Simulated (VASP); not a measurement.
# Be3Hg (Fm-3m) in VASP: elastic constants with revPBE+D3(BJ)

Aim: the elastic constants of Be3Hg with revPBE+D3(BJ).

All numbers are computed with VASP 6.6.1; they aren't measurements. Logs are shortened: lines on timing, memory, paths and dates and some standing lists are left out, and cuts for length are marked.

### Step 1. The structure

Symmetry: Fm-3m, No. 225, cubic system. Conventional cell: a = 5.855 Å, b = 5.855 Å, c = 5.855 Å, α = 90.00°, β = 90.00°, γ = 90.00°. Be (site symmetry -43m) has 4 Be at 2.54 Å and 4 Hg at 2.54 Å as nearest neighbours. Be (site symmetry m-3m) has 8 Be at 2.54 Å as nearest neighbours. Hg (site symmetry m-3m) has 8 Be at 2.54 Å as nearest neighbours.

The cell was built by a generator and needn't be a form met in nature.

### Step 2. Elastic constants, revPBE+D3(BJ)

File POSCAR:

```
Be3Hg
1.0
    0.0000000000      2.9274090600      2.9274090600
    2.9274090600      0.0000000000      2.9274090600
    2.9274090600      2.9274090600      0.0000000000
Be Hg
3 1
Cartesian
    1.4637045300      1.4637045300      1.4637045300
    4.3911135900      4.3911135900      4.3911135900
    2.9274090600      2.9274090600      2.9274090600
    0.0000000000      0.0000000000      0.0000000000
```

File INCAR.step1:

```
SYSTEM = Be3Hg
ALGO     = Normal         ! electronic algorithm
EDIFF    = 1E-8           ! SCF threshold, eV
EDIFFG   = -0.002         ! ionic threshold
ENCUT    = 600            ! plane-wave cutoff, eV
GGA      = RE             ! functional
IBRION   = 2              ! ionic algorithm
ISIF     = 3              ! what is computed and relaxed
ISMEAR   = 1              ! smearing method
IVDW     = 12             ! dispersion correction
LASPH    = .True.         ! aspherical terms in the spheres
LCHARG   = .False.        ! write CHGCAR
LREAL    = .False.        ! projectors in reciprocal space
LWAVE    = .False.        ! write WAVECAR
NELM     = 80             ! most SCF steps
NELMIN   = 8            
NSW      = 40             ! ionic steps
PREC     = Normal         ! precision mode
SIGMA    = 0.2            ! smearing width, eV
```

File INCAR.step2:

```
SYSTEM = Be3Hg
ALGO     = Normal         ! electronic algorithm
EDIFF    = 1E-8           ! SCF threshold, eV
ENCUT    = 600            ! plane-wave cutoff, eV
GGA      = RE             ! functional
IBRION   = 6              ! ionic algorithm
ISIF     = 3              ! what is computed and relaxed
ISMEAR   = 1              ! smearing method
IVDW     = 12             ! dispersion correction
LASPH    = .True.         ! aspherical terms in the spheres
LCHARG   = .False.        ! write CHGCAR
LREAL    = .False.        ! projectors in reciprocal space
LWAVE    = .False.        ! write WAVECAR
NELM     = 80             ! most SCF steps
NELMIN   = 8            
NFREE    = 2            
NSW      = 1              ! ionic steps
POTIM    = 0.015          ! step
PREC     = Normal         ! precision mode
SIGMA    = 0.2            ! smearing width, eV
```

File KPOINTS:

```
k-points
0
Gamma
  6 6 6
  0 0 0
```

Potentials or basis: VASP PAW PBE potentials, release 64 (Be_sv, Hg).

Command:

```console
cat potpaw_PBE.64/Be_sv/POTCAR potpaw_PBE.64/Hg/POTCAR > POTCAR
cp INCAR.step1 INCAR
mpirun -np 1 vasp_std > vasp.out
cp CONTCAR POSCAR
cp INCAR.step2 INCAR
mpirun -np 1 vasp_std > vasp.out
```

OUTCAR:

```text
SYSTEM = Be3Hg
   EDIFF = 1E-8
   ENCUT = 600
   GGA = RE
   IBRION = 6
   ISIF = 3
   ISMEAR = 1
   IVDW = 12
   LASPH = .True.
   LREAL = .False.
   NELM = 80
   NELMIN = 8
   NFREE = 2
   NSW = 1
   POTIM = 0.015
   PREC = Normal
 IVDW          = 12

 ion  position               nearest neighbor table
   1  0.250  0.250  0.250-   4 2.42   4 2.42   4 2.42   4 2.42
   2  0.750  0.750  0.750-   4 2.42   4 2.42   4 2.42   4 2.42
   3  0.500  0.500  0.500-   4 2.79   4 2.79   4 2.79   4 2.79   4 2.79   4 2.79
   4  0.000  0.000  0.000-   2 2.42   2 2.42   2 2.42   1 2.42   2 2.42   1 2.42   1 2.42   1 2.42
                             3 2.79   3 2.79   3 2.79   3 2.79   3 2.79   3 2.79

  LATTYP: Found a face centered cubic cell.
 ALAT       =     5.5859300288

  Lattice vectors:

 A1 = (   0.0000000000,   2.7929650144,   2.7929650144)
 A2 = (   2.7929650144,   0.0000000000,   2.7929650144)
 A3 = (   2.7929650144,   2.7929650144,   0.0000000000)

Analysis of symmetry for initial positions (statically):
=====================================================================
 Subroutine PRICEL returns:
 Original cell was already a primitive cell.

 Routine SETGRP: Setting up the symmetry group for a
 face centered cubic supercell.

 Subroutine GETGRP returns: Found 48 space group operations
 (whereof 48 operations were pure point group operations)
 out of a pool of 48 trial point group operations.

The static configuration has the point symmetry O_h .

Analysis of symmetry for dynamics (positions and initial velocities):
=====================================================================
 Subroutine PRICEL returns:
 Original cell was already a primitive cell.

 Routine SETGRP: Setting up the symmetry group for a
 face centered cubic supercell.

 Subroutine GETGRP returns: Found 48 space group operations
 (whereof 48 operations were pure point group operations)
 out of a pool of 48 trial point group operations.

The dynamic configuration has the point symmetry O_h .

 Subroutine INISYM returns: Found 48 space group operations
 (whereof 48 operations are pure point group operations),
 and found     1 'primitive' translations

----------------------------------------------------------------------------------------

                                     Primitive cell

  volume of cell :      43.5739

  direct lattice vectors                    reciprocal lattice vectors
     0.000000000  2.792965014  2.792965014    -0.179021218  0.179021218  0.179021218
     2.792965014  0.000000000  2.792965014     0.179021218 -0.179021218  0.179021218
     2.792965014  2.792965014  0.000000000     0.179021218  0.179021218 -0.179021218

  length of vectors
     3.949849003  3.949849003  3.949849003     0.310073846  0.310073846  0.310073846

  position of ions in fractional coordinates (direct lattice)
     0.250000000  0.250000000  0.250000000
     0.750000000  0.750000000  0.750000000
     0.500000000  0.500000000  0.500000000
     0.000000000  0.000000000  0.000000000

  ion indices of the primitive-cell ions
   primitive index   ion index
                 1           1
                 2           2
                 3           3
                 4           4

----------------------------------------------------------------------------------------

 KPOINTS: k-points

Automatic generation of k-mesh.
 Grid dimensions read from file:
 generate k-points for:    6    6    6
[... 80 lines left out ...]
   GGA     = RE    functional components
   LHFCALC =     F    Hartree Fock is set to
   AEXX    =    0.0000 exact exchange contribution
   IVDW    =    12    specifies the selected vdW correction
   LEPSILON=     F    determine dielectric tensor
   LRPA    =     F    only Hartree local field effects (RPA)
 finite differences with symmetry
 non-spin polarized calculation
 Methfessel and Paxton  Order N= 1 SIGMA  =   0.20
  energy-cutoff  :      600.00
  volume of cell :       43.57
 maximum number of plane-waves:      1464
   NGX = 15   NGY = 15   NGZ = 15

--------------------------------------- Ionic step        1  -------------------------------------------

 number of electron      24.0000039 magnetization

 Free energy of the ion-electron system (eV)
  ---------------------------------------------------
  ext. energy  EPLUGINS =         0.00000000
  ---------------------------------------------------
  free energy    TOTEN  =        -8.09723337 eV

  energy without entropy =       -8.09630775  energy(sigma->0) =       -8.09692483

------------------------ aborting loop because EDIFF is reached ----------------------------------------

 Edisp (eV)   -3.07441

 E8    (eV) :    -2.0416
[... 111 lines left out ...]
  FREE ENERGIE OF THE ION-ELECTRON SYSTEM (eV)
  ---------------------------------------------------
  free  energy   TOTEN  =       -11.1704239370 eV

  energy  without entropy=      -11.1715943097  energy(sigma->0) =      -11.17081406

[... ionic steps 4 to 16 ...]

--------------------------------------- Ionic step       17  -------------------------------------------

 number of electron      24.0000036 magnetization

------------------------ aborting loop because EDIFF is reached ----------------------------------------
[... 79 lines left out ...]
--------------------------------------- Ionic step       19  -------------------------------------------

 number of electron      24.0000039 magnetization

 Free energy of the ion-electron system (eV)
  ---------------------------------------------------
  ext. energy  EPLUGINS =         0.00000000
  ---------------------------------------------------
  free energy    TOTEN  =        -8.09644444 eV

  energy without entropy =       -8.09551910  energy(sigma->0) =       -8.09613599

 E-fermi :   6.4575     XC(G=0): -11.5627

 val. band max:        6.3070318541   @ k =   0.1667   0.0000   0.0000
 cond. band min:       6.5153145037   @ k =   0.5000   0.3333   0.0000
 fundamental gap:      0.2082826496
 Fermi energy:         6.4575426633

 k-point     1 :       0.0000    0.0000    0.0000
  band No.  band energies     occupation
      1     -96.0460      2.00000
      2     -96.0443      2.00000
      3     -95.9572      2.00000
      4      -6.2941      2.00000
      5      -3.8165      2.00000
      6      -3.8163      2.00000
[... 433 lines left out ...]
      3     -95.9574      2.00000
      4      -4.0752      2.00000
      5      -3.6989      2.00000
      6      -3.5556      2.00000
[... 8 lines left out ...]
     15      10.9462      0.00000
     16      11.5199      0.00000

 [... further k-points ...]

------------------------ aborting loop because EDIFF is reached ----------------------------------------

 Edisp (eV)   -3.07442

 E8    (eV) :    -2.0416
[... 27 lines left out ...]
  FREE ENERGIE OF THE ION-ELECTRON SYSTEM (eV)
  ---------------------------------------------------
  free  energy   TOTEN  =       -11.1708659147 eV

  energy  without entropy=      -11.1699405780  energy(sigma->0) =      -11.17055747

 INTERNAL STRAIN TENSORS FROM STRAINED CELLS
 ============================================

 INTERNAL STRAIN TENSOR FOR ION    1 for displacements in x,y,z  (eV/Angst):
          X           Y           Z          XY          YZ          ZX
  --------------------------------------------------------------------------------
  x     0.00000    -0.00000     0.00000    -0.00000    -6.69767    -0.00000
  y    -0.00000     0.00000     0.00000    -0.00000    -0.00000    -6.69697
  z    -0.00000    -0.00000     0.00000    -6.69709    -0.00000    -0.00000

 INTERNAL STRAIN TENSORS FROM DISPLACED ATOMS
 ============================================

 INTERNAL STRAIN TENSOR FOR ION    1 for displacements in x,y,z  (eV/Angst):
          X           Y           Z          XY          YZ          ZX
  --------------------------------------------------------------------------------
  x     0.00000    -0.00000    -0.00000     0.00000    -6.82129     0.00000
  y     0.00000     0.00000     0.00000     0.00000     0.00000    -6.82129
  z     0.00000     0.00000     0.00000    -6.82129    -0.00000     0.00000

 INTERNAL STRAIN TENSOR FOR ION    4 for displacements in x,y,z  (eV/Angst):
          X           Y           Z          XY          YZ          ZX
  --------------------------------------------------------------------------------
  x     0.00000     0.00000     0.00000     0.00000     0.00000     0.00000
  y     0.00000     0.00000     0.00000     0.00000     0.00000     0.00000
  z     0.00000     0.00000     0.00000     0.00000     0.00000     0.00000

 Eigenvectors and eigenvalues of the dynamical matrix
 ----------------------------------------------------

   1 f  =   12.136870 THz    76.258204 2PiTHz  404.842411 cm-1    50.194039 meV
             X         Y         Z           dx          dy          dz
      1.396483  1.396483  1.396483     0.030242    0.651680    0.000000
      4.189448  4.189448  4.189448     0.030242    0.651680    0.000000
      2.792965  2.792965  2.792965    -0.015325   -0.330224    0.000000
      0.000000  0.000000  0.000000    -0.009215   -0.198572    0.000000
[... 71 lines left out ...]
  12 f/i=    0.093076 THz     0.584817 2PiTHz    3.104696 cm-1     0.384933 meV
             X         Y         Z           dx          dy          dz
      1.396483  1.396483  1.396483     0.011603   -0.192930    0.000000
      4.189448  4.189448  4.189448     0.011603   -0.192930    0.000000
      2.792965  2.792965  2.792965     0.011804   -0.196284    0.000000
      0.000000  0.000000  0.000000     0.056525   -0.939907    0.000000

--------------------------------------------------------------------------------------------------------

 ELASTIC MODULI CONTR FROM IONIC RELAXATION (kBar)
 Direction    XX          YY          ZZ          XY          YZ          ZX
 --------------------------------------------------------------------------------
 XX          -0.0000      0.0000     -0.0000     -0.0000      0.0000      0.0000
 YY          -0.0000     -0.0000     -0.0000     -0.0000     -0.0000      0.0000
 ZZ          -0.0000     -0.0000     -0.0000     -0.0000     -0.0000      0.0000
 XY          -0.0000     -0.0000     -0.0000   -965.7789     -0.0000      0.0000
 YZ          -0.0000     -0.0000     -0.0000     -0.0000   -965.7789      0.0000
 ZX           0.0000     -0.0000      0.0000      0.0000     -0.0000   -965.7789
 --------------------------------------------------------------------------------

 TOTAL ELASTIC MODULI (kBar)
 Direction    XX          YY          ZZ          XY          YZ          ZX
 --------------------------------------------------------------------------------
 XX         395.6550   1579.2934   1579.2934      0.0000      0.0000      0.0000
 YY        1579.2934    395.6550   1579.2934      0.0000     -0.0000     -0.0000
 ZZ        1579.2934   1579.2934    395.6550     -0.0000      0.0000     -0.0000
 XY           0.0000      0.0000     -0.0000   -432.3172     -0.0000      0.0000
 YZ           0.0000     -0.0000      0.0000     -0.0000   -432.3172      0.0000
 ZX           0.0000     -0.0000     -0.0000      0.0000     -0.0000   -432.3172
 --------------------------------------------------------------------------------
```

It took 3 min on 1 thread of Intel Xeon Platinum 8488C (Sapphire Rapids), shared host; peak memory 0.23 GiB.

Results:

- Relaxed volume: 10.89 Å³/atom
- Relaxed cell: a = 3.950 Å, b = 3.950 Å, c = 3.950 Å, α = 60.00°, β = 60.00°, γ = 60.00°
- Space group after relaxing (to 0.05 Å): Fm-3m (No. 225)
- Elastic constants C11, C12, C44: 40, 158, -43 GPa
- Voigt bulk modulus: 118 GPa
- Highest phonon frequency at Γ, LO-TO splitting left out: 405 cm⁻¹
- Dispersion energy per atom: -0.769 eV

Step by step:
| step | energy change (eV) | largest force (eV/Å) | pressure (GPa) | volume (Å³) |
| --- | --- | --- | --- | --- |
| 1 | 0.0000 | 0.0000 | -12.27 | 50.17 |
| 2 | -0.2813 | 0.0000 | 0.16 | 43.52 |
| 3 | -0.2813 | 0.0000 | 0.00 | 43.57 |

Final structure:
```yaml
crystal:
  lattice:
    - [0.00000, 2.79297, 2.79297]
    - [2.79297, 0.00000, 2.79297]
    - [2.79297, 2.79297, 0.00000]
  atoms:
    - { symbol: Be, position: [0.25000, 0.25000, 0.25000] }
    - { symbol: Be, position: [0.75000, 0.75000, 0.75000] }
    - { symbol: Be, position: [0.50000, 0.50000, 0.50000] }
    - { symbol: Hg, position: [0.00000, 0.00000, 0.00000] }
```

Phonon frequencies in cm⁻¹ (negative: imaginary):
```csv
q point,frequencies
"(0.000, 0.000, 0.000)",-3 -3 -3 198 198 198 327 327 327 405 405 405
```

Elastic tensor in Voigt notation (GPa, in the Cartesian axes of the cell as first typed):
```
 40 158 158   0   0   0
158  40 158   0   0   0
158 158  40   0   0   0
  0   0   0 -43   0   0
  0   0   0   0 -43   0
  0   0   0   0   0 -43
```

Clamped-ion elastic tensor (GPa):
```
 40 158 158   0   0   0
158  40 158   0   0   0
158 158  40   0   0   0
  0   0   0  53   0   0
  0   0   0   0  53   0
  0   0   0   0   0  53
```

Caveat: the elastic tensor has a negative eigenvalue, so either the cell is unstable as it stands or the mesh is too thin; the PAW data sets were made with another functional, which shifts forces and pressure a little.
